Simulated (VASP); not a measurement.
Here is the system:

```yaml
crystal:
  lattice:
    - [0.00000, 2.77843, 2.77843]
    - [2.77843, 0.00000, 2.77843]
    - [2.77843, 2.77843, 0.00000]
  atoms:
    - { symbol: Ca, position: [0.00000, 0.00000, 0.00000] }
    - { symbol: F, position: [0.25000, 0.25000, 0.25000] }
    - { symbol: F, position: [0.75000, 0.75000, 0.75000] }
```

Calculation: vdW-DF2, VASP's PBE PAW potentials (set 64) (plane waves; VASP). Numerical set-up: 520 eV cut-off, 7×7×7 Γ-centred mesh, Gaussian smearing of 0.050 eV, potentials Ca_sv F.

### Question
Give the energy at these volumes per atom, relative to the lowest: 13.40, 13.83, 14.25, 14.68, 15.11 Å³.

### Answer
16.0, 4.1, 0.0, 2.4, 10.4 meV/atom. A third-order Birch-Murnaghan fit gives B0 = 80.6 GPa and B0′ = 4.4.

Measured: bulk modulus 83.0 GPa (computed value off by -2.9 %), as given by On the Morphology of Group II Metal Fluoride Nanocrystals at Finite Temperature and Partial Pressure of HF, PMC6154342; a 5.466 Å (computed value off by +1.7 %), as given by M. Råsander et al., The Journal of Chemical Physics (2015), arXiv:1505.02379. The calculation is for a static lattice, while the measured bulk modulus, a hold thermal and zero-point effects, which are part of the difference.

The compound is CaF2 in the fluorite structure. It was relaxed first, which changed the volume by +5 %.
